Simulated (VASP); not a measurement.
Consider the following.

```
CsSnI3
1.0
    6.38953     0.00000     0.00000
    0.00000     6.38953     0.00000
    0.00000     0.00000     6.38953
Cs Sn I
1 1 3
Direct
  0.00000   0.00000   0.00000
  0.50000   0.50000   0.50000
  0.50000   0.00000   0.50000
  0.00000   0.50000   0.50000
  0.50000   0.50000   0.00000
```

The numbers are results of RPBE GGA, VASP's PBE PAW potentials (set 64) (plane waves; VASP), not measurements. Run with 520 eV cut-off, Gaussian smearing of 0.050 eV, potentials Cs_sv Sn_d I.

Unless said otherwise, spin-orbit coupling is left out, though it shifts the bands of the heavy elements here.

Question: What does the run give for the band gap (along the path) with the smallest direct gap where there is one?

Answer: 
```yaml
band gap (along the path): 0.69 eV
smallest direct gap (along the path): 0.69 eV
```

The compound is CsSnI3 in the cubic perovskite structure, the ideal cubic form; the compound distorts at low or room temperature. It was relaxed first, which changed the volume by +8 %.
